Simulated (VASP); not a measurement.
**How SCF threshold and smearing change a VASP run on ZrSi2**

How sensitive are energy, pressure and forces of ZrSi2 to the SCF threshold and smearing? The series runs use LDA. The SCF threshold tried: EDIFF = 0.01; EDIFF = 0.001; EDIFF = 1E-04; EDIFF = 1E-05; EDIFF = 1E-06; EDIFF = 1E-08. The smearing tried: ISMEAR = -1, SIGMA = 0.01; ISMEAR = -1, SIGMA = 0.05; ISMEAR = -1, SIGMA = 0.1; ISMEAR = -1, SIGMA = 0.2; ISMEAR = -1, SIGMA = 0.5; ISMEAR = 2, SIGMA = 0.01; ISMEAR = 2, SIGMA = 0.05; ISMEAR = 2, SIGMA = 0.1; ISMEAR = 2, SIGMA = 0.2; ISMEAR = 2, SIGMA = 0.5; ISMEAR = -5. The start is a cell from a database of measured crystal structures.

Main program and level: VASP 6.6.1; LDA; plane waves and PAW (Zr_sv, Si).

The database entry behind the starting cell differs from later determinations by our own check (a about 0.3 % long), so it need not match the best structure at ambient conditions.

**1. Starting point**

Symmetry: Cmcm, No. 63, orthorhombic system. Conventional cell: a = 3.706 Å, b = 14.735 Å, c = 3.672 Å, α = 90.00°, β = 90.00°, γ = 90.00°. Zr has 10 Si at 2.72 to 2.97 Å nearest. Nearest to Si lie 2 Si at 2.40 Å and 6 Zr at 2.72 to 2.97 Å. Nearest to Si lie 4 Si at 2.61 Å and 4 Zr at 2.81 to 2.83 Å. Farther neighbours are not listed.

Structure file:

```cif
data_structure
_symmetry_space_group_name_H-M 'P 1'
_symmetry_Int_Tables_number 1
_cell_length_a 3.6720
_cell_length_b 3.7060
_cell_length_c 7.5970
_cell_angle_alpha 75.882
_cell_angle_beta 90.000
_cell_angle_gamma 90.000
_cell_volume 100.26
loop_
_atom_site_label
_atom_site_type_symbol
_atom_site_fract_x
_atom_site_fract_y
_atom_site_fract_z
_atom_site_occupancy
Zr1 Zr 0.75000 0.89460 0.21080 1
Zr2 Zr 0.25000 0.10540 0.78920 1
Si3 Si 0.75000 0.55220 0.89560 1
Si4 Si 0.25000 0.44780 0.10440 1
Si5 Si 0.75000 0.24960 0.50080 1
Si6 Si 0.25000 0.75040 0.49920 1
```

**2. SCF threshold: EDIFF = 0.01**

EDIFF stops the electronic loop; forces need it tighter than energies do. LDA, the lowest rung, knows the local density alone.

Contents of INCAR:

```
SYSTEM = ZrSi2
PREC = Accurate
ENCUT = 400
EDIFF = 0.01
NELM = 100
ISMEAR = -1
SIGMA = 0.05
LREAL = .FALSE.
ALGO = Normal
GGA = CA
NBANDS = 26
LASPH = .TRUE.
LORBIT = 11
LWAVE = .FALSE.
LCHARG = .FALSE.
KPAR = 4
ISIF = 2
```

Contents of POSCAR:

```
ZrSi2
1.0
    0.0000000000      0.0000000000     -3.6720000000
   -3.7060000000      0.0000000000      0.0000000000
   -1.8530000000      7.3675000000      0.0000000000
Zr Si
2 4
Direct
    0.7500000000      0.8946000000      0.2108000000
    0.2500000000      0.1054000000      0.7892000000
    0.7500000000      0.5522000000      0.8956000000
    0.2500000000      0.4478000000      0.1044000000
    0.7500000000      0.2496000000      0.5008000000
    0.2500000000      0.7504000000      0.4992000000
```

Contents of KPOINTS:

```
Automatic mesh
0
Gamma
7 7 7
0 0 0
```

PAW data sets: Zr_sv and Si (PBE family, release 64).

On the command line:

```bash
> mpirun -np 4 vasp_std
```

Output:

```text
[banner, memory and clock lines left out]
running    4 mpi-ranks, on    1 nodes
 distrk:  each k-point on    1 cores,    4 groups
 distr:  one band on    1 cores,    1 groups

 POSCAR found type information on POSCAR ZrSi
 POSCAR found :  2 types and       6 ions
|                                                                             |
|               ----> ADVICE to this user running VASP <----                  |
|                                                                             |
|     You enforced a specific xc type in the INCAR file but a different       |
|     [... a line on the potential file left out ...]
|     I HOPE YOU KNOW WHAT YOU ARE DOING!                                     |
|                                                                             |

 LDA part: xc-table for (Slater(with rela. corr.)+CA(PZ))
 , standard interpolation
 POSCAR, INCAR and KPOINTS ok, starting setup
 FFT: planning ... GRIDC
 FFT: planning ... GRID_SOFT
 FFT: planning ... GRID
 WAVECAR not read
 entering main loop
       N       E                     dE             d eps       ncg     rms          rms(c)
DAV:   1     0.221689196460E+03    0.22169E+03   -0.17122E+04  3328   0.118E+03
DAV:   2    -0.294562867370E+02   -0.25115E+03   -0.24691E+03  3954   0.317E+02
DAV:   3    -0.478488216292E+02   -0.18393E+02   -0.18239E+02  6182   0.640E+01
DAV:   4    -0.485627604037E+02   -0.71394E+00   -0.71259E+00  4270   0.131E+01
DAV:   5    -0.485943871612E+02   -0.31627E-01   -0.31619E-01  5402   0.217E+00    0.246E+01
DAV:   6    -0.469345700251E+02    0.16598E+01   -0.66332E+00  4178   0.123E+01    0.101E+01
DAV:   7    -0.468575177578E+02    0.77052E-01   -0.72931E-01  5294   0.391E+00    0.311E+00
DAV:   8    -0.468417421887E+02    0.15776E-01   -0.69832E-02  3714   0.146E+00    0.767E-01
DAV:   9    -0.468410307852E+02    0.71140E-03   -0.65519E-03  2318   0.560E-01
   1 F= -.46841031E+02 E0= -.46836525E+02  d E =-.901092E-02
```

Run time: 13 s. Hardware: 4 MPI ranks of AMD EPYC 7R43, shared host; peak memory 0.72 GiB; 47 s of CPU time.

The logs omit lines about the potential files and the build; timing stands in the text.

From OUTCAR (step 2):

```text
ion  position               nearest neighbor table
   1  0.750  0.895  0.211-   4 2.72   4 2.72   4 2.72   4 2.72   6 2.81   6 2.81   5 2.83   5 2.83
                             3 2.97   3 2.97   2 3.61   2 3.61
   2  0.250  0.105  0.789-   3 2.72   3 2.72   3 2.72   3 2.72   5 2.81   5 2.81   6 2.83   6 2.83
                             4 2.97   4 2.97   1 3.61   1 3.61
   3  0.750  0.552  0.896-   4 2.40   4 2.40   2 2.72   2 2.72   2 2.72   2 2.72   1 2.97   1 2.97

  LATTYP: Found a base centered orthorhombic cell.
 ALAT       =     3.7060000000
 B/A-ratio  =     3.9759848894
 C/A-ratio  =     0.9908256881

 Subroutine GETGRP returns: Found  8 space group operations
 (whereof  4 operations were pure point group operations)

The static configuration has the point symmetry C_2h.
 The point group associated with its full space group is D_2h.

 Found     64 irreducible k-points:

   k-points           NKPTS =     64   k-points in BZ     NKDIM =     64   number of bands    NBANDS=     26

   dimension x,y,z NGX =    24 NGY =   24 NGZ =   50
   dimension x,y,z NGXF=    48 NGYF=   48 NGZF=  100

   ENCUT  =  400.0 eV  29.40 Ry    5.42 a.u.   5.99  6.04 12.39*2*pi/ulx,y,z

   NELECT =      40.0000    total number of electrons

 k-points in reciprocal lattice and weights: Automatic mesh
   0.00000000  0.00000000  0.00000000       0.003
   0.14285714  0.00000000  0.00000000       0.006
   0.28571429  0.00000000  0.00000000       0.006
   0.42857143  0.00000000  0.00000000       0.006
   0.00000000  0.14285714 -0.00000000       0.012
   0.14285714  0.14285714 -0.00000000       0.023
   0.28571429  0.14285714 -0.00000000       0.023
   0.42857143  0.14285714 -0.00000000       0.023
   0.00000000  0.28571429 -0.00000000       0.012
[...]
0.28571429 -0.14285714  0.42857143       0.012
   0.42857143 -0.14285714  0.42857143       0.012

 average (electrostatic) potential at core
       1 -73.3078       2 -73.3078       3 -79.1521       4 -79.1521       5 -79.1597
       6 -79.1597

 E-fermi :   9.7881

 k-point     1 :       0.0000    0.0000    0.0000
  band No.  band energies     occupation
    ...
     16       7.3783      2.00000
     17       7.4183      2.00000
     18       7.4480      2.00000
     19       7.5302      2.00000
     20       9.7297      1.52562
     21      10.9404      0.00000
     22      11.2101      0.00000
     23      11.2673      0.00000
     24      11.4247      0.00000
     25      11.9807      0.00000
    ...

 k-point     2 :       0.1429    0.0000    0.0000
  band No.  band energies     occupation
    ...
     15       7.1918      2.00000
     16       7.3843      2.00000
     17       7.4936      2.00000
     18       7.7182      2.00000
     19       8.3691      2.00000
     20      10.0155      0.02097
     21      10.4528      0.00000
     22      10.4947      0.00000
     23      10.7368      0.00000
     24      11.9952      0.00000
    ...

 k-point     3 :       0.2857    0.0000    0.0000
  band No.  band energies     occupation
    ...
     17       7.6687      2.00000
     18       7.8634      2.00000
     19       9.1901      1.99999
     20       9.4077      1.99901
     21       9.6965      1.72422
     22      10.3391      0.00003
     23      11.5836      0.00000
     24      11.6049      0.00000
     25      12.1762      0.00000
     26      12.3102      0.00000

  Total       -3.4257861     -2.3729253     -2.7821802      0.0000000     -0.0000000      0.0000000
  in kB      -54.7447639    -37.9198330    -44.4598110      0.0000000     -0.0000000      0.0000000
  external PRESSURE =     -45.7081360 kB  Pullay stress =       0.0000000 kB

  energy-cutoff  :      400.00
  volume of cell :      100.26
      direct lattice vectors                 reciprocal lattice vectors
     0.000000000  0.000000000 -3.672000000     0.000000000  0.000000000 -0.272331155
    -3.706000000  0.000000000  0.000000000    -0.269832704 -0.067865626  0.000000000
    -1.853000000  7.367500000  0.000000000     0.000000000  0.135731252  0.000000000

 POSITION                                       TOTAL-FORCE (eV/Angst)
 -----------------------------------------------------------------------------------
     -3.70600      1.55307     -2.75400        -0.000000      0.025865     -0.000000
     -1.85300      5.81443     -0.91800         0.000000     -0.025865      0.000000
     -3.70600      6.59833     -2.75400         0.000000     -0.159316     -0.000000
     -1.85300      0.76917     -0.91800        -0.000000      0.159316     -0.000000
     -1.85300      3.68964     -2.75400         0.000000     -0.074659     -0.000000
     -3.70600      3.67786     -0.91800         0.000000      0.074659     -0.000000
 -----------------------------------------------------------------------------------
    total drift:                               -0.000000     -0.000000     -0.000000

  FREE ENERGIE OF THE ION-ELECTRON SYSTEM (eV)
  ---------------------------------------------------
  free  energy   TOTEN  =       -46.8410307852 eV

  energy  without entropy=      -46.8320198698  energy(sigma->0) =      -46.83652533

 total charge
# of ion       s       p       d       tot
------------------------------------------
    1        2.153   5.978   1.819   9.949
    2        2.153   5.978   1.819   9.949
    3        0.772   0.924   0.000   1.696
    4        0.772   0.924   0.000   1.696
    5        0.760   0.855   0.000   1.615
    6        0.760   0.855   0.000   1.615
--------------------------------------------------
tot          7.370  15.513   3.638  26.521

[... 3 further parts left out ...]
```

The PAW data sets were made with PBE, though LDA sets exist; this is a small mismatch.

Numbers from this step:

```
electronic steps        : 9
electrons               : 40
bands                   : 26
irreducible k points    : 64
symmetry operations     : 8
free energy (TOTEN)     : -46.84 eV
energy at zero smearing : -46.84 eV
Fermi energy            : 9.788 eV
pressure                : -4.571 GPa
metallic                : yes
```

The series starts at -7.8061 eV an atom and -4.57 GPa, after 9 cycles in 13 s.

**3. SCF threshold: EDIFF = 0.001**

Changes to INCAR since step 2:

```diff
@@ -3,3 +3,3 @@
 ENCUT = 400
-EDIFF = 0.01
+EDIFF = 0.001
 NELM = 100
```

POSCAR is that of step 2.

KPOINTS is that of step 2.

On the command line:

```bash
> mpirun -np 4 vasp_std
```

Output:

```text
[banner, memory and clock lines left out]
running    4 mpi-ranks, on    1 nodes
[...]
[... a notice as in an earlier step ...]

 LDA part: xc-table for (Slater(with rela. corr.)+CA(PZ))
 , standard interpolation
 POSCAR, INCAR and KPOINTS ok, starting setup
[...]
entering main loop
       N       E                     dE             d eps       ncg     rms          rms(c)
[... 7 cycles as in an earlier step ...]
DAV:   8    -0.468417869724E+02    0.15731E-01   -0.70280E-02  4226   0.146E+00    0.765E-01
DAV:   9    -0.468411530582E+02    0.63391E-03   -0.71768E-03  4372   0.527E-01
   1 F= -.46841153E+02 E0= -.46836648E+02  d E =-.900948E-02
```

The job ended after 14 s (4 MPI ranks; peak memory 0.74 GiB; 50 s of CPU time).

Parts of OUTCAR (step 3):

```text
  Total       -3.4516428     -2.4033934     -2.7977186      0.0000000     -0.0000000      0.0000000
  in kB      -55.1579599    -38.4067202    -44.7081177      0.0000000     -0.0000000      0.0000000
  external PRESSURE =     -46.0909326 kB  Pullay stress =       0.0000000 kB

 POSITION                                       TOTAL-FORCE (eV/Angst)
 -----------------------------------------------------------------------------------
     -3.70600      1.55307     -2.75400        -0.000000      0.002155      0.000000
     -1.85300      5.81443     -0.91800         0.000000     -0.002155     -0.000000
     -3.70600      6.59833     -2.75400        -0.000000     -0.157957      0.000000
     -1.85300      0.76917     -0.91800         0.000000      0.157957      0.000000
     -1.85300      3.68964     -2.75400         0.000000     -0.074342     -0.000000
     -3.70600      3.67786     -0.91800         0.000000      0.074342      0.000000
 -----------------------------------------------------------------------------------
    total drift:                               -0.000000     -0.000000     -0.000000

  FREE ENERGIE OF THE ION-ELECTRON SYSTEM (eV)
  ---------------------------------------------------
  free  energy   TOTEN  =       -46.8411530582 eV

  energy  without entropy=      -46.8321435740  energy(sigma->0) =      -46.83664832

[... 2 parts as in an earlier step ...]

[... 1 further part left out ...]
[key lines of the parts left out:]
E-fermi :   9.7882
```

Against the run before the energy moves by -0.02 meV an atom and the pressure by -0.04 GPa, after 9 cycles in 14 s.

**4. SCF threshold: EDIFF = 1E-04**

Changes to INCAR since step 3:

```diff
@@ -3,3 +3,3 @@
 ENCUT = 400
-EDIFF = 0.001
+EDIFF = 1E-04
 NELM = 100
```

POSCAR is that of step 3.

KPOINTS is that of step 3.

On the command line:

```bash
> mpirun -np 4 vasp_std
```

Output:

```text
[... set-up lines as in an earlier step ...]
 entering main loop
       N       E                     dE             d eps       ncg     rms          rms(c)
[... 8 cycles as in an earlier step ...]
DAV:   9    -0.468411633203E+02    0.62365E-03   -0.72794E-03  5012   0.527E-01    0.196E-01
DAV:  10    -0.468410896606E+02    0.73660E-04   -0.67145E-04  3930   0.154E-01
   1 F= -.46841090E+02 E0= -.46836580E+02  d E =-.901969E-02
```

Run time: 15 s. Hardware: 4 MPI ranks; peak memory 0.71 GiB.

OUTCAR, selected parts (step 4):

```text
  Total       -3.3647123     -2.4153166     -2.7416525      0.0000000     -0.0000000      0.0000000
  in kB      -53.7687936    -38.5972548    -43.8121700      0.0000000     -0.0000000      0.0000000
  external PRESSURE =     -45.3927395 kB  Pullay stress =       0.0000000 kB

 POSITION                                       TOTAL-FORCE (eV/Angst)
 -----------------------------------------------------------------------------------
     -3.70600      1.55307     -2.75400         0.000000      0.006315     -0.000000
     -1.85300      5.81443     -0.91800         0.000000     -0.006315      0.000000
     -3.70600      6.59833     -2.75400         0.000000     -0.166054     -0.000000
     -1.85300      0.76917     -0.91800         0.000000      0.166054     -0.000000
     -1.85300      3.68964     -2.75400         0.000000     -0.073545     -0.000000
     -3.70600      3.67786     -0.91800         0.000000      0.073545     -0.000000
 -----------------------------------------------------------------------------------
    total drift:                               -0.000000     -0.000000     -0.000000

  FREE ENERGIE OF THE ION-ELECTRON SYSTEM (eV)
  ---------------------------------------------------
  free  energy   TOTEN  =       -46.8410896606 eV

  energy  without entropy=      -46.8320699686  energy(sigma->0) =      -46.83657981

[... 2 parts as in an earlier step ...]

[... 1 further part left out ...]
[key lines of the parts left out:]
E-fermi :   9.7866
```

Against the run before the energy moves by +0.01 meV an atom and the pressure by +0.07 GPa, after 10 cycles in 15 s.

**5. SCF threshold: EDIFF = 1E-05**

Changes to INCAR since step 4:

```diff
@@ -3,3 +3,3 @@
 ENCUT = 400
-EDIFF = 1E-04
+EDIFF = 1E-05
 NELM = 100
```

POSCAR is that of step 4.

KPOINTS is that of step 4.

On the command line:

```bash
> mpirun -np 4 vasp_std
```

Output:

```text
[... set-up lines as in an earlier step ...]
 entering main loop
       N       E                     dE             d eps       ncg     rms          rms(c)
[... 9 cycles as in an earlier step ...]
DAV:  10    -0.468410909985E+02    0.72322E-04   -0.68483E-04  4370   0.154E-01    0.740E-02
DAV:  11    -0.468410903198E+02    0.67872E-06   -0.12096E-04  4346   0.840E-02    0.151E-02
DAV:  12    -0.468410893654E+02    0.95434E-06   -0.69496E-06  2592   0.184E-02
   1 F= -.46841089E+02 E0= -.46836582E+02  d E =-.901414E-02
```

Wall time 17 s (4 MPI ranks); peak memory 0.73 GiB.

Parts of OUTCAR (step 5):

```text
  Total       -3.3852380     -2.4305583     -2.7669673      0.0000000     -0.0000000      0.0000000
  in kB      -54.0967980    -38.8408208    -44.2167044      0.0000000     -0.0000000      0.0000000
  external PRESSURE =     -45.7181077 kB  Pullay stress =       0.0000000 kB

 POSITION                                       TOTAL-FORCE (eV/Angst)
 -----------------------------------------------------------------------------------
     -3.70600      1.55307     -2.75400         0.000000     -0.004051     -0.000000
     -1.85300      5.81443     -0.91800        -0.000000      0.004051      0.000000
     -3.70600      6.59833     -2.75400         0.000000     -0.162875     -0.000000
     -1.85300      0.76917     -0.91800        -0.000000      0.162875     -0.000000
     -1.85300      3.68964     -2.75400         0.000000     -0.073824     -0.000000
     -3.70600      3.67786     -0.91800         0.000000      0.073824     -0.000000
 -----------------------------------------------------------------------------------
    total drift:                               -0.000000     -0.000000     -0.000000

  FREE ENERGIE OF THE ION-ELECTRON SYSTEM (eV)
  ---------------------------------------------------
  free  energy   TOTEN  =       -46.8410893654 eV

  energy  without entropy=      -46.8320752251  energy(sigma->0) =      -46.83658230

[... 2 parts as in an earlier step ...]

[... 1 further part left out ...]
[key lines of the parts left out:]
E-fermi :   9.7872
```

Against the run before the energy stays within 0.01 meV an atom; the pressure moves by -0.03 GPa, after 12 cycles in 17 s.

**6. SCF threshold: EDIFF = 1E-06**

Changes to INCAR since step 5:

```diff
@@ -3,3 +3,3 @@
 ENCUT = 400
-EDIFF = 1E-05
+EDIFF = 1E-06
 NELM = 100
```

POSCAR is that of step 5.

KPOINTS is that of step 5.

On the command line:

```bash
> mpirun -np 4 vasp_std
```

Output:

```text
[... set-up lines as in an earlier step ...]
 entering main loop
       N       E                     dE             d eps       ncg     rms          rms(c)
[... 10 cycles as in an earlier step ...]
DAV:  11    -0.468410903207E+02    0.67782E-06   -0.12097E-04  4354   0.840E-02    0.151E-02
DAV:  12    -0.468410894800E+02    0.84066E-06   -0.80861E-06  4892   0.184E-02
   1 F= -.46841089E+02 E0= -.46836582E+02  d E =-.901414E-02
```

Elapsed: 18 s, on 4 MPI ranks; peak memory 0.74 GiB.

OUTCAR, selected parts (step 6):

```text
  Total       -3.3886021     -2.4335031     -2.7700388      0.0000000     -0.0000000      0.0000000
  in kB      -54.1505568    -38.8878784    -44.2657887      0.0000000     -0.0000000      0.0000000
  external PRESSURE =     -45.7680746 kB  Pullay stress =       0.0000000 kB

 POSITION                                       TOTAL-FORCE (eV/Angst)
 -----------------------------------------------------------------------------------
     -3.70600      1.55307     -2.75400        -0.000000     -0.004446      0.000000
     -1.85300      5.81443     -0.91800         0.000000      0.004446     -0.000000
     -3.70600      6.59833     -2.75400        -0.000000     -0.162662      0.000000
     -1.85300      0.76917     -0.91800         0.000000      0.162662      0.000000
     -1.85300      3.68964     -2.75400         0.000000     -0.073863      0.000000
     -3.70600      3.67786     -0.91800        -0.000000      0.073863      0.000000
 -----------------------------------------------------------------------------------
    total drift:                               -0.000000     -0.000000     -0.000000

  FREE ENERGIE OF THE ION-ELECTRON SYSTEM (eV)
  ---------------------------------------------------
  free  energy   TOTEN  =       -46.8410894800 eV

  energy  without entropy=      -46.8320753383  energy(sigma->0) =      -46.83658241

[... 2 parts as in an earlier step ...]

[... 1 further part left out ...]
[key lines of the parts left out:]
E-fermi :   9.7872
```

Against the run before the energy stays within 0.01 meV an atom and the pressure within 0.01 GPa, after 12 cycles in 18 s.

(Part 1 of 3 ends here.)

[Lines on the potential files, build, host, timing and source positions are cut from VASP's logs without a mark.]

[Logs are printed without paths, hosts, clocks, repeated set-up lines and the standing remarks that a program may print on its own settings, such as how far it seeks lower states.]

[Hosts, paths, dates, database ids (printed as entryN), source tags and the programs' standing remarks are cut or masked in the printed files.]

[A measured line is paired with the nearest computed mode of its activity, which favours agreement.]
